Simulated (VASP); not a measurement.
Input:

```
CELL_PARAMETERS angstrom
      0.00000     3.52534     3.52534
      3.52534     0.00000     3.52534
      3.52534     3.52534     0.00000
ATOMIC_POSITIONS crystal
  Cs 0.00000 0.00000 0.00000
  B  0.50000 0.50000 0.50000
  H  0.60093 0.60093 0.60093
  H  0.19722 0.60093 0.60093
  H  0.60093 0.60093 0.19722
  H  0.60093 0.19722 0.60093
```

These are LDA (Ceperley-Alder, Perdew-Zunger), VASP's LDA PAW potentials (set 64) (plane waves; VASP) values and carry that method's errors. Numerical set-up: 520 eV cut-off, 6×6×6 Γ-centred mesh, tetrahedra with Blöchl corrections, potentials Cs_sv B H.

The cores are frozen, which limits the accuracy of field gradients.

### Question
Give the principal components of the electric field gradient (V/Å²) and the asymmetry η at each nucleus.

### Answer

| atom | Vxx | Vyy | Vzz | η |
|---|---|---|---|---|
| Cs1 | 0.0 | 0.0 | 0.0 | - |
| B2 | 0.0 | 0.0 | 0.0 | - |
| H3 | -8.6 | -8.6 | 17.2 | 0.00 |
| H4 | -8.6 | -8.6 | 17.2 | 0.00 |
| H5 | -8.6 | -8.6 | 17.2 | 0.00 |
| H6 | -8.6 | -8.6 | 17.2 | 0.00 |

The structure comes from a computed database's CsBH4 entry (F-43m); how it stands against other phases isn't given here. It was relaxed first, which changed the volume by -11 %.
